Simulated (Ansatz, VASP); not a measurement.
## Two plane-wave programs on Ga2GeO3

```xyz
6
Lattice="5.4581 0.0000 0.0000 -2.7291 4.7269 0.0000 0.0000 0.0000 2.8247" Properties=species:S:1:pos:R:3 pbc="T T T"
Ga    0.0000    3.1512    0.0000
Ga    2.7291    1.5756    0.0000
Ge    0.0000    0.0000    1.4123
O     2.7291    0.0000    1.4123
O    -1.3645    2.3634    1.4123
O     1.3645    2.3634    1.4123
```

Alike in both runs: functional PBE; k mesh 6 × 6 × 6; occupations gaussian, width 0.1 eV; no spin polarisation.

Ansatz relaxed the structure, and its values are those at the end. VASP's run is a single point on that final structure, the one shown.

|  | VASP | Ansatz |
| --- | --- | --- |
| version | VASP 6.6.1 | Ansatz 0.2.0 |
| potentials or method | VASP PAW PBE potentials, release 64 (Ga_d, Ge_d, O) | scalar-relativistic, plane waves, PAW |
| plane-wave cutoff (eV) | 520 | 420 |
| valence electrons in the cell | 58 | 58 |

Ansatz gave:

| Property | Result |
| --- | --- |
| gap on the k mesh at the Fermi level (eV) | none |
| pressure (GPa) | 0.0 |

Question: What did VASP give for the same quantities?

Answer: gap on the k mesh at the Fermi level (eV): none; pressure (GPa): 0.5.

A gap of «none» marks a metal or a gap that the smearing closes. With one functional, cell and mesh, what is left measures potentials, basis and numerics.

Caveats: the k mesh is coarse (spacing up to 0.37 Å⁻¹), so the values aren't converged.
